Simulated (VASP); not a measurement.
Input:

```
CELL_PARAMETERS angstrom
      4.65735     0.00000     0.00000
      0.00000     4.65735     0.00000
      0.00000     0.00000     4.65735
ATOMIC_POSITIONS crystal
  Fe 0.86514 0.63486 0.36514
  Fe 0.36514 0.86514 0.63486
  Fe 0.13486 0.13486 0.13486
  Fe 0.63486 0.36514 0.86514
  Ge 0.15828 0.34172 0.65828
  Ge 0.65828 0.15828 0.34172
  Ge 0.84172 0.84172 0.84172
  Ge 0.34172 0.65828 0.15828
```
Starting moments (μB, in the order of the record's atoms Fe Fe Fe Fe Ge Ge Ge Ge): 1.1 1.1 1.1 1.1 -0.1 -0.1 -0.1 -0.1.

Method: PBE GGA, VASP's PBE PAW potentials (set 64) (plane waves; VASP). Run with 400 eV cut-off, 8×8×8 Γ-centred mesh, tetrahedra with Blöchl corrections, potentials Fe Ge_d.

Question: The job: FeGe (B20), 8 atoms, PBE, static run, 400 eV, 8×8×8 Γ-centred mesh. Roughly how much core time does it take on a busy server core?

Answer: About 3 core-minutes (one run on a shared machine, a rough figure). It had 45 irreducible k-points, 54 bands, up to 1856 plane waves and 20 electronic steps.

The compound is FeGe in the B20 structure. It was relaxed first.
